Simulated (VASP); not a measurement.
Given:

```
CELL_PARAMETERS angstrom
      0.00000     3.19549     3.19549
      3.19549     0.00000     3.19549
      3.19549     3.19549     0.00000
ATOMIC_POSITIONS crystal
  Cd 0.00000 0.00000 0.00000
  Te 0.25000 0.25000 0.25000
```

These are PBE GGA with D3 dispersion (Becke-Johnson damping), VASP's PBE PAW potentials (set 64) (plane waves; VASP) values and carry that method's errors. Settings: 520 eV cut-off, 7×7×7 Γ-centred mesh, Gaussian smearing of 0.050 eV, potentials Cd Te.

Unless said otherwise, spin-orbit coupling is left out, though it shifts the bands of the heavy elements here.

Q: What does the run give for the energy per atom (σ→0), pressure, band gap (on the k-mesh) with the smallest direct gap where there is one?

A: 
```yaml
band gap (on the k-mesh): 0.90 eV
smallest direct gap (on the k-mesh): 0.90 eV
energy per atom (σ→0): -2.713 eV/atom
pressure: 2.85 GPa
```

The compound is CdTe in the zinc blende structure. This cell is one point of a volume scan, at 0.94 of the reference volume.
